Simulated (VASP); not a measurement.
These are PBEsol GGA, VASP's PBE PAW potentials (set 64) (plane waves; VASP) values and carry that method's errors.

Input for VASP

File POSCAR:
```
Mg2ZnO3
1
    2.9965640279     0.0000000000     0.0000000000
   -1.4982820140     2.5951005244     0.0000000000
    0.0000000000     0.0000000000     7.3097359198
Mg Zn O
2 1 3
Direct
  0.3333330000   0.6666670000   0.6659932969
  0.6666670000   0.3333330000   0.3340067031
  1.0000000000   0.0000000000   1.0000000000
  0.3333330000   0.6666670000   0.1720486354
  0.6666670000   0.3333330000   0.8279513646
  1.0000000000   0.0000000000   0.5000000000
```

KPOINTS:
```
k-points along high-symmetry lines
10
Line-mode
Reciprocal
  0.000000   0.000000   0.000000 ! GAMMA
  0.500000   0.000000   0.000000 ! M

  0.500000   0.000000   0.000000 ! M
  0.333333   0.333333   0.000000 ! K

  0.333333   0.333333   0.000000 ! K
  0.000000   0.000000   0.000000 ! GAMMA

  0.000000   0.000000   0.000000 ! GAMMA
  0.000000   0.000000   0.500000 ! A

  0.000000   0.000000   0.500000 ! A
  0.500000   0.000000   0.500000 ! L

  0.500000   0.000000   0.500000 ! L
  0.333333   0.333333   0.500000 ! H

  0.333333   0.333333   0.500000 ! H
  0.000000   0.000000   0.500000 ! A

  0.500000   0.000000   0.500000 ! L
  0.500000   0.000000   0.000000 ! M

  0.333333   0.333333   0.500000 ! H
  0.333333   0.333333   0.000000 ! K
```

**INCAR**
```
SYSTEM = Mg2ZnO3
PREC = Accurate
ENCUT = 520
EDIFF = 1E-7
NELM = 100
ALGO = Normal
LREAL = .FALSE.
LASPH = .TRUE.
ISMEAR = 0
SIGMA = 0.05
GGA = PS
LMAXMIX = 4
LWAVE = .FALSE.
LCHARG = .FALSE.
LORBIT = 11
ICHARG = 11
```

POTCAR, in this order: Mg Zn O (PBE.64 set). Program: vasp_std. Read from the step before: CHGCAR.

The resulting files:

**OSZICAR**
```
       N       E                     dE             d eps       ncg     rms          rms(c)
DAV:   1     0.273033258780E+03    0.27303E+03   -0.17373E+04  3788   0.192E+03
DAV:   2    -0.696618977988E+01   -0.28000E+03   -0.26545E+03  4395   0.421E+02
DAV:   3    -0.331116620799E+02   -0.26145E+02   -0.25581E+02  4445   0.128E+02
DAV:   4    -0.336207834427E+02   -0.50912E+00   -0.50774E+00  4500   0.191E+01
DAV:   5    -0.336263633465E+02   -0.55799E-02   -0.55784E-02  4450   0.200E+00
DAV:   6    -0.336264794289E+02   -0.11608E-03   -0.11607E-03  4495   0.259E-01
DAV:   7    -0.336264831182E+02   -0.36893E-05   -0.36891E-05  4464   0.405E-02
DAV:   8    -0.336264832585E+02   -0.14032E-06   -0.14032E-06  3810   0.689E-03
DAV:   9    -0.336264832644E+02   -0.58826E-08   -0.58680E-08  3275   0.161E-03
   1 F= -.33626483E+02 E0= -.33626483E+02  d E =-.228830E-16
```

**OUTCAR**
```
 val. band max:        2.9990823826   @ k =   0.0000   0.0000   0.5000

 cond. band min:       6.0382634196   @ k =   0.0000   0.0000   0.0000



 k-point     1 :       0.0000    0.0000    0.0000
  band No.  band energies     occupation
      1     -14.7816      2.00000
      2     -13.8862      2.00000
      3     -13.6562      2.00000
      4      -2.7032      2.00000
      5      -1.7658      2.00000
      6      -1.7658      2.00000
      7      -1.0941      2.00000
      8      -1.0882      2.00000
      9      -1.0882      2.00000
     10      -0.3348      2.00000
     11       1.9703      2.00000
     12       1.9703      2.00000
     13       2.4658      2.00000
     14       2.4877      2.00000
     15       2.4877      2.00000
     16       2.9121      2.00000
     17       2.9121      2.00000
     18       6.0383      0.00000
     19       9.3655      0.00000
     20       9.7164      0.00000
     21      14.3740      0.00000

 k-point     2 :       0.0556    0.0000    0.0000
  band No.  band energies     occupation
      1     -14.7511      2.00000
      2     -13.8695      2.00000
      3     -13.6380      2.00000
      4      -2.6698      2.00000
      5      -1.8321      2.00000
      6      -1.7542      2.00000
      7      -1.1240      2.00000
      8      -1.0967      2.00000
      9      -0.9794      2.00000
     10      -0.3659      2.00000
     11       1.8813      2.00000
     12       1.9488      2.00000
     13       2.2842      2.00000
     14       2.3745      2.00000
     15       2.4668      2.00000
     16       2.8672      2.00000
     17       2.8945      2.00000
     18       6.2509      0.00000
     19       9.5360      0.00000
     20       9.8381      0.00000
     21      14.3466      0.00000

 k-point     3 :       0.1111    0.0000    0.0000
  band No.  band energies     occupation
      1     -14.6617      2.00000
      2     -13.8216      2.00000
      3     -13.5855      2.00000
      4      -2.5738      2.00000
...
```

The density is held fixed in this step, so its total energy and stress have no physical meaning.

The structure comes from a computed database's Mg2ZnO3 entry (P-3m1); how it stands against other phases isn't given here. It was relaxed first.
